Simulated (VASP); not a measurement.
Output of a VASP run:

**OUTCAR**
```
 ion  position               nearest neighbor table
   1  0.000  0.000  0.000-
   2  0.500  0.500  0.500-
  LATTYP: Found a face centered cubic cell.
 ALAT       =     4.7103402982
 Subroutine PRICEL returns:
 Original cell was already a primitive cell.
 Subroutine GETGRP returns: Found 48 space group operations
The static configuration has the point symmetry O_h .
The dynamic configuration has the point symmetry O_h .
 Subroutine INISYM returns: Found 48 space group operations
 Subroutine IBZKPT returns following result:
 Found     35 irreducible k-points:

 Following reciprocal coordinates:
            Coordinates               Weight
  0.000000  0.000000  0.000000      1.000000
  0.111111  0.000000  0.000000      8.000000
  0.222222  0.000000  0.000000      8.000000
  0.333333  0.000000  0.000000      8.000000
  0.444444  0.000000  0.000000      8.000000
  0.111111  0.111111  0.000000      6.000000
  0.222222  0.111111  0.000000     24.000000
  0.333333  0.111111  0.000000     24.000000
  0.444444  0.111111  0.000000     24.000000
 -0.444444  0.111111  0.000000     24.000000
 -0.333333  0.111111  0.000000     24.000000
 -0.222222  0.111111  0.000000     24.000000
 -0.111111  0.111111  0.000000     12.000000
  0.222222  0.222222  0.000000      6.000000
  0.333333  0.222222  0.000000     24.000000
  0.444444  0.222222  0.000000     24.000000
 -0.444444  0.222222  0.000000     24.000000
 -0.333333  0.222222  0.000000     24.000000
 -0.222222  0.222222  0.000000     12.000000
  0.333333  0.333333  0.000000      6.000000
  0.444444  0.333333  0.000000     24.000000
 -0.444444  0.333333  0.000000     24.000000
 -0.333333  0.333333  0.000000     12.000000
  0.444444  0.444444  0.000000      6.000000
 -0.444444  0.444444  0.000000     12.000000
  0.333333  0.222222  0.111111     24.000000
  0.444444  0.222222  0.111111     48.000000
 -0.444444  0.222222  0.111111     48.000000
  0.444444  0.333333  0.111111     24.000000
 -0.444444  0.333333  0.111111     48.000000
 -0.333333  0.333333  0.111111     48.000000
 -0.222222  0.333333  0.111111     24.000000
 -0.444444  0.444444  0.111111     24.000000
 -0.333333  0.444444  0.111111     24.000000
 -0.333333  0.444444  0.222222     24.000000
   k-points           NKPTS =     35   k-points in BZ     NKDIM =     35   number of bands    NBANDS=     11
   number of dos      NEDOS =    301   number of ions     NIONS =      2
   total plane-waves  NPLWV =  21952
   dimension x,y,z NGX =    28 NGY =   28 NGZ =   28
   dimension x,y,z NGXF=    56 NGYF=   56 NGZF=   56
   ions per type =               1   1
   PREC   = accura    normal or accurate (medium, high low for compatibility)
   ISTART =      0    job   : 0-new  1-cont  2-samecut
   ICHARG =      2    charge: 1-file 2-atom 10-const
   ISPIN  =      1    spin polarized calculation?
   LNONCOLLINEAR =      F non collinear calculations
   LSORBIT =      F    spin-orbit coupling
   INIWAV =      1    electr: 0-lowe 1-rand  2-diag
   ENCUT  =  520.0 eV  38.22 Ry    6.18 a.u.   6.19  6.19  6.19*2*pi/ulx,y,z
   NELM   =    100;   NELMIN=  2; NELMDL= -5     # of ELM steps
   EDIFF  = 0.1E-06   stopping-criterion for ELM
   LREAL  =      F    real-space projection
   NLSPLINE    = F    spline interpolate recip. space projectors
   LMAXMIX     =    2 max onsite mixed and CHGCAR
   VOSKOWN=      0    Vosko Wilk Nusair interpolation
   EDIFFG = 0.1E-05   stopping-criterion for IOM
   NSW    =      0    number of steps for IOM
   NBLOCK =      1;   KBLOCK =      1    inner block; outer block
   IBRION =     -1    ionic relax: 0-MD 1-quasi-New 2-CG
   NFREE  =      0    steps in history (QN), initial steepest desc. (CG)
   ISIF   =      2    stress and relaxation
   ISYM   =      2    0-nonsym 1-usesym 2-fastsym
   TEIN   =    0.0    initial temperature
   TEBEG  =    0.0;   TEEND  =   0.0 temperature during run
...
```

OSZICAR:
```
       N       E                     dE             d eps       ncg     rms          rms(c)
DAV:   1     0.117009743824E+03    0.11701E+03   -0.82701E+03   782   0.156E+03
DAV:   2    -0.274697663271E+01   -0.11976E+03   -0.10969E+03   852   0.366E+02
DAV:   3    -0.903473105521E+01   -0.62878E+01   -0.62713E+01   890   0.871E+01
DAV:   4    -0.909646568638E+01   -0.61735E-01   -0.61726E-01   836   0.933E+00
DAV:   5    -0.909721828800E+01   -0.75260E-03   -0.75259E-03   896   0.105E+00    0.561E+00
DAV:   6    -0.815722699729E+01    0.93999E+00   -0.40500E+00   919   0.181E+01    0.189E+00
DAV:   7    -0.815819600737E+01   -0.96901E-03   -0.29851E-02   782   0.275E+00    0.110E+00
DAV:   8    -0.817337822670E+01   -0.15182E-01   -0.47177E-02   773   0.481E+00    0.131E-01
DAV:   9    -0.817538942921E+01   -0.20112E-02   -0.73497E-03   830   0.100E+00    0.907E-02
DAV:  10    -0.817533222789E+01    0.57201E-04   -0.88017E-04   836   0.468E-01    0.109E-02
DAV:  11    -0.817532953162E+01    0.26963E-05   -0.23692E-05   824   0.591E-02    0.453E-03
DAV:  12    -0.817533254302E+01   -0.30114E-05   -0.10429E-05   773   0.349E-02    0.153E-03
DAV:  13    -0.817533252955E+01    0.13472E-07   -0.45444E-07   845   0.100E-02
   1 F= -.81753325E+01 E0= -.81753325E+01  d E =-.296085E-11
```

File OUTCAR:
```
------------------------ aborting loop because EDIFF is reached ----------------------------------------
  FORCE on cell =-STRESS in cart. coord.  units (eV):
  Direction    XX          YY          ZZ          XY          YZ          ZX
  --------------------------------------------------------------------------------------
  Total        0.4676734      0.4676734      0.4676734     -0.0000000     -0.0000000      0.0000000
  in kB       28.6784966     28.6784966     28.6784966     -0.0000000     -0.0000000      0.0000000
  external PRESSURE =      28.6784966 kB  Pullay stress =       0.0000000 kB
  volume of cell :       26.13
      direct lattice vectors                 reciprocal lattice vectors
     0.000000000  2.355170149  2.355170149    -0.212298886  0.212298886  0.212298886
     2.355170149  0.000000000  2.355170149     0.212298886 -0.212298886  0.212298886
     2.355170149  2.355170149  0.000000000     0.212298886  0.212298886 -0.212298886
  FREE ENERGIE OF THE ION-ELECTRON SYSTEM (eV)
  ---------------------------------------------------
  free  energy   TOTEN  =        -8.1753325295 eV

  energy  without entropy=       -8.1753325295  energy(sigma->0) =       -8.17533253
```
(Selected blocks of OUTCAR.)

File POSCAR:
```
NaF
1
    0.0000000000     2.3551701491     2.3551701491
    2.3551701491     0.0000000000     2.3551701491
    2.3551701491     2.3551701491     0.0000000000
Na F
1 1
Direct
  0.0000000000   0.0000000000   0.0000000000
  0.5000000000   0.5000000000   0.5000000000
```

Write an INCAR and KPOINTS that could have produced this output.

Several could match; the one computed here: the input of the run itself, RPBE GGA, plane waves, VASP's PBE PAW potentials (set 64).

**KPOINTS**
```
Automatic mesh
0
Gamma
9 9 9
0 0 0
```

### INCAR
```
! general
SYSTEM=NaF
PREC  =Accurate
ENCUT =520   ! plane-wave cut-off (eV)
LREAL =.FALSE.   ! projection in real space or not
LASPH =.TRUE.   ! aspherical one-centre terms

! electronic loop
EDIFF =1E-7
NELM  =100
ALGO  =Normal   ! blocked Davidson

! smearing
ISMEAR=0   ! Gaussian
SIGMA =0.05   ! width (eV)

! functional
GGA   =RP   ! RPBE

! ions
ISIF  =2   ! forces and stress, cell fixed

! output
LWAVE =.FALSE.
LCHARG=.FALSE.
```

POTCAR, in this order: Na_pv F (PBE.64 set). Program: vasp_std.

The compound is NaF in the rock salt structure. This cell is one point of a volume scan, at 0.94 of the reference volume.
